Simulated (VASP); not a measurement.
**BeZn2Te3: relaxation of cell and atoms with PBE**

Crystal: BeZn2Te3.

```
CELL_PARAMETERS angstrom
3.77358 2.17868 3.20533
-3.77358 2.17868 3.20533
0.00000 -4.35736 3.20533
ATOMIC_POSITIONS crystal
Be 0.50000 0.50000 0.50000
Zn 0.69915 0.69915 0.69915
Zn 0.30085 0.30085 0.30085
Te 0.00000 0.00000 0.50000
Te 0.50000 0.00000 0.00000
Te 0.00000 0.50000 0.00000
```

The cell was built by a generator and needn't be a form met in nature.

```json
{
 "Program": "VASP 6.6.1",
 "Task": "relaxation of cell and atoms",
 "Functional": "PBE",
 "Potentials or basis": "VASP PAW PBE potentials, release 64 (Be, Zn, Te)",
 "Cutoff": "520 eV",
 "k mesh": "3 × 3 × 3",
 "Occupations": "gaussian, width 0.15 eV",
 "Spin": "no spin polarisation",
 "Further INCAR settings": "PREC = Normal; ALGO = Fast; EDIFF = 0.0001; IBRION = 2; EDIFFG = -0.08; NSW = 24; ISIF = 3"
}
```

* Relaxed volume: 26.95 Å³/atom
* Relaxed cell: a = 5.788 Å, b = 5.788 Å, c = 5.788 Å, α = 68.49°, β = 68.49°, γ = 68.49°
* Space group after relaxing (to 0.05 Å): R-3m (No. 166)
* Energy gained by relaxing: 339.7 meV/atom
* Ionic steps: 16
* Pressure after relaxing: -0.1 GPa
* Largest force after relaxing: 0.037 eV/Å
* Band gap on the k mesh: none (metal or under the smearing width)

Forces in eV/Å, atoms in the order of the input:
```
Be   0.000  0.000  0.000
Zn   0.000  0.000  0.037
Zn   0.000  0.000 -0.037
Te   0.000  0.000  0.000
Te   0.000  0.000  0.000
Te   0.000  0.000  0.000
```

Step by step:
```
step  energy change (eV)  largest force (eV/Å)  pressure (GPa)  volume (Å³)
   1              0.0000                1.7946            7.59       158.11
   2             -0.8571                0.3533           -0.53       188.09
   3             -0.8628                0.2381           -0.17       184.94
   4             -0.8622                0.2210           -0.06       184.38
   5             -0.8769                0.2358           -0.16       183.95
   6             -0.9264                0.2708           -0.30       182.56
   7             -1.0623                0.3744           -0.02       179.45
   8             -1.5209                0.5178           -0.52       172.05
   9             -1.8571                0.1063            3.05       153.16
  10             -1.9685                0.3873           -0.03       163.18
  11             -2.0218                0.2882            0.04       159.65
  12             -2.0206                0.2630            0.60       158.92
  13             -2.0130                0.2206           -0.25       164.52
  14             -2.0338                0.0568            0.11       161.28
  15             -2.0355                0.1144           -0.24       162.03
  16             -2.0381                0.0372           -0.05       161.72
```

Final structure:
```
Be Zn Te
1.0
     3.25739    1.88065    4.39971
    -3.25739    1.88065    4.39971
     0.00000   -3.76131    4.39971
Be Zn Te
1 2 3
Direct
  0.50000 0.50000 0.50000
  0.66668 0.66668 0.66668
  0.33332 0.33332 0.33332
  0.00000 0.00000 0.50000
  0.50000 0.00000 0.00000
  0.00000 0.50000 0.00000
```

Levels at points of the mesh, in eV from the Fermi level:
```csv
k point,band 19,band 20,band 21,band 22,band 23,band 24,band 25,band 26
"(0.00, 0.00, 0.00)",-1.24,-1.24,-1.19,0.13,1.68,1.88,2.06,2.06
```

Run time: 100 s on 1 thread of AMD EPYC 9R45 96-Core Processor (Zen 5), on a shared host, peak memory 0.16 GiB.

Caveat: the k mesh is coarse (spacing up to 0.39 Å⁻¹), so the values aren't converged; the relaxation stopped at a loose force limit of 0.08 eV/Å, so its end isn't a converged minimum. The run has no spin-orbit coupling, so splittings on Te are missing.
